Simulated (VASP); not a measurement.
LiTaO2:

```
Li Ta O
1.0
     2.85440    0.00000    0.00000
    -1.42720    2.47198    0.00000
     0.00000    0.00000    5.57294
Li Ta O
1 1 2
Direct
  0.00000 0.00000 0.50000
  0.00000 0.00000 0.00000
  0.66667 0.33333 0.25535
  0.33333 0.66667 0.74465
```

The cell was built by a generator and needn't be a form met in nature.

| Item | Value |
| --- | --- |
| Program | VASP 6.6.1 |
| Task | single point |
| Functional | PBE |
| Potentials or basis | VASP PAW PBE potentials, release 64 (Li_sv, Ta_pv, O) |
| Cutoff | 520 eV |
| k mesh | 11 × 11 × 5 |
| Occupations | fermi-dirac, width 0.05 eV |
| Spin | no spin polarisation |

On this cell: largest force 0.063 eV/Å; band gap on the k mesh none (metal or under the smearing width).

The same run follows on a disturbed copy (atoms moved at random, drawn with an rms of 0.05 Å):

```
Li Ta O
1.0
     2.85440    0.00000    0.00000
    -1.42720    2.47198    0.00000
     0.00000    0.00000    5.57294
Li Ta O
1 1 2
Cartesian
  0.0431 -0.0491 2.8076
  -0.0069 -0.0233 -0.0036
  1.4556 0.7785 1.4366
  0.0006 1.6154 4.1406
```

Question: What changes?

Answer: The energy (extrapolated to zero smearing) moves by +2.3 meV/atom; largest force 0.415 eV/Å; band gap on the k mesh none (metal or under the smearing width).

Forces on the atoms (eV/Å):
```
Li  -0.016  0.005 -0.148
Ta   0.214 -0.161  0.318
O   -0.215  0.132 -0.258
O    0.017  0.024  0.088
```
